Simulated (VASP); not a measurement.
Level of theory: HSE06 screened hybrid, VASP's PBE PAW potentials (set 64) (plane waves; VASP 6.6.1).

The input files of a VASP run:

### POSCAR
```
Al35GeN36
1
    4.6932676572    -8.1289780182     0.0000000000
    4.6932676572     8.1289780182     0.0000000000
    0.0000000000     0.0000000000    10.0192026154
Al N Ge
35 36 1
Direct
  0.2218931381   0.1105966188   0.2491706136
  0.1107009297   0.2212622965   0.9996719232
  0.2216455511   0.1100948511   0.7501855725
  0.1091139901   0.2184157775   0.5002490169
  0.2214531148   0.4441081502   0.2454663046
  0.1106922549   0.5559358580   0.9993981866
  0.2180260431   0.4420696072   0.7517348900
  0.1089687857   0.5567923509   0.5006083357
  0.2219520439   0.7776461679   0.2492664986
  0.1110290540   0.8887750088   0.9998115260
  0.2218408931   0.7778487888   0.7502484143
  0.1107358929   0.8883332819   0.4998401097
  0.5559603629   0.1111381066   0.2489747183
  0.4439747151   0.2213843324   0.9998427686
  0.5556938592   0.1108517044   0.7502635287
  0.4422921554   0.2181957499   0.5003201469
  0.5554402377   0.4440627818   0.2458839635
  0.4443558466   0.5553249182   0.9999712892
  0.5570369375   0.4420122804   0.7515916601
  0.5556219535   0.7778144687   0.2457095021
  0.4439836125   0.8891007214   0.9999249773
  0.5570212702   0.7810590274   0.7517362411
  0.4425543500   0.8898803691   0.5003338531
  0.8884869031   0.1110406016   0.2488494177
  0.7777292726   0.2222140176   0.9995607641
  0.8885110618   0.1110641785   0.7501175830
  0.7774471205   0.2218199034   0.5002389604
  0.8885236430   0.4440892435   0.2489810264
  0.7782748153   0.5558794412   0.9999186553
  0.8883847365   0.4438813453   0.7502004969
  0.7804459760   0.5568409566   0.5005015768
  0.8892991911   0.7779945917   0.2494160598
  0.7783583466   0.8890387952   0.9996136159
  0.8889036337   0.7775842168   0.7503990496
  0.7805313018   0.8898915209   0.5006235455
  0.2218590253   0.1106299485   0.4409323419
  0.1108449330   0.2219311273   0.1912642383
  0.2221690076   0.1109121346   0.9411664689
  0.1110648292   0.2220056384   0.6907381680
  0.2224187779   0.4443710322   0.4402340942
  0.1107765766   0.5554956616   0.1910407329
  0.2224014757   0.4443944845   0.9416354096
  0.1109980529   0.5552422782   0.6910227479
  0.2219851899   0.7772405298   0.4410245419
  0.1111152278   0.8887433165   0.1912758149
  0.2222742905   0.7778509322   0.9411884620
  0.1106496060   0.8883674062   0.6909126652
  0.5556410393   0.1107120783   0.4407916566
  0.4443730889   0.2219608148   0.1914591063
  0.5553616211   0.1108897974   0.9412256989
  0.4440897117   0.2217864650   0.6907742487
  0.5545257019   0.4441886765   0.4404383789
  0.4441217913   0.5552359015   0.1912045109
  0.5552736392   0.4444109370   0.9415041022
  0.4439466233   0.5549891292   0.6914906194
  0.5547240911   0.7761531467   0.4403750700
  0.4444041152   0.8887344361   0.1915181688
  0.5551913586   0.7772656213   0.9416370402
  0.4442369455   0.8883148313   0.6908066740
  0.8882094622   0.1106581418   0.4407859930
  0.7777761749   0.2222378748   0.1909966123
  0.8888176059   0.1109507622   0.9410656786
  0.7775678653   0.2220019982   0.6912273959
  0.8881977204   0.4437971150   0.4408836289
  0.7775930740   0.5555873522   0.1915503077
  0.8887203540   0.4445280835   0.9410996037
  0.7771950333   0.5551906300   0.6909013525
  0.8884384358   0.7773459530   0.4411208691
  0.7777377870   0.8887268581   0.1912630452
  0.8887819932   0.7776207223   0.9413397698
  0.7772261848   0.8883783627   0.6910378219
  0.4437255956   0.5547797908   0.5006601689
```

### INCAR
```
SYSTEM = Al35GeN36
PREC = Normal
ENCUT = 400
EDIFF = 1E-5
NELM = 50
ALGO = Normal
LREAL = Auto
LASPH = .TRUE.
ISMEAR = 0
SIGMA = 0.05
GGA = PE
LMAXMIX = 4
LWAVE = .FALSE.
LCHARG = .FALSE.
NELMIN = 4
ISYM = 0
NELECT = 288.0
HFSCREEN = 0.2
AEXX = 0.25
LHFCALC = .TRUE.
PRECFOCK = Fast
ISIF = 0
```

**KPOINTS**
```
Automatic mesh
0
Gamma
1 1 1
0 0 0
```

POTCAR, in this order: Al N Ge (PBE.64 set). Program: vasp_gam. Read from the step before: WAVECAR.

The cell is charged, with a uniform compensating background. The supercell is sampled at Γ alone, which is coarse: total energies, pressure and levels can be off, energies of defects by several tenths of an eV.

Question: Predict the energy per atom (σ→0).

Answer: 
- energy per atom (σ→0) = -8.787 eV/atom

### OSZICAR
```
...
DAV:   4    -0.632661965064E+03    0.75568E-02   -0.39601E-03   404   0.139E-01    0.123E+01
DAV:   5    -0.632659598599E+03    0.23665E-02   -0.85061E-04   399   0.642E-02    0.721E+00
DAV:   6    -0.632658795354E+03    0.80325E-03   -0.22285E-04   407   0.387E-02    0.418E+00
DAV:   7    -0.632658531172E+03    0.26418E-03   -0.82899E-05   407   0.245E-02    0.241E+00
DAV:   8    -0.632658449707E+03    0.81465E-04   -0.22282E-05   252   0.142E-02    0.141E+00
DAV:   9    -0.632658425148E+03    0.24560E-04   -0.15537E-05   215   0.118E-02    0.807E-01
DAV:  10    -0.632658421006E+03    0.41420E-05   -0.57025E-06   215   0.658E-03
   1 F= -.63265842E+03 E0= -.63265842E+03  d E =-.286189E-17
```

The cell is a supercell with a defect, built from AlN (wurtzite): Ge_Al, charge +1. The cell's shape comes from a PBE relaxation. The run is not spin-polarised, so no state with unpaired spins was tried.
